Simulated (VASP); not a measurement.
Here is the system:

```
CELL_PARAMETERS angstrom
      1.54500    -2.67602     0.00000
      1.54500     2.67602     0.00000
      0.00000     0.00000     3.52000
ATOMIC_POSITIONS crystal
  Mg 0.00000 0.00000 0.00000
  B  0.33333 0.66667 0.50000
  B  0.66667 0.33333 0.50000
```

All values below come from PBE GGA, VASP's PBE PAW potentials (set 64) (plane waves; VASP). Settings: 520 eV cut-off, 10×10×8 Γ-centred mesh, first-order Methfessel-Paxton smearing of 0.10 eV, potentials Mg B.

Problem. Predict the energy per atom (σ→0), pressure, band gap (on the k-mesh) with the smallest direct gap where there is one.

Solution. 
```
Property                                                    Result
------------------------  ----------------------------------------
band gap (on the k-mesh)  none (metal, semimetal or under 0.01 eV)
energy per atom (σ→0)                           -492.7 kJ/mol-atom
pressure                                                 -1.59 GPa
```

Total energies compare only between runs with the same potentials, cut-off and functional.

The compound is MgB2 in the AlB2 type structure. The cell was not relaxed at this level.
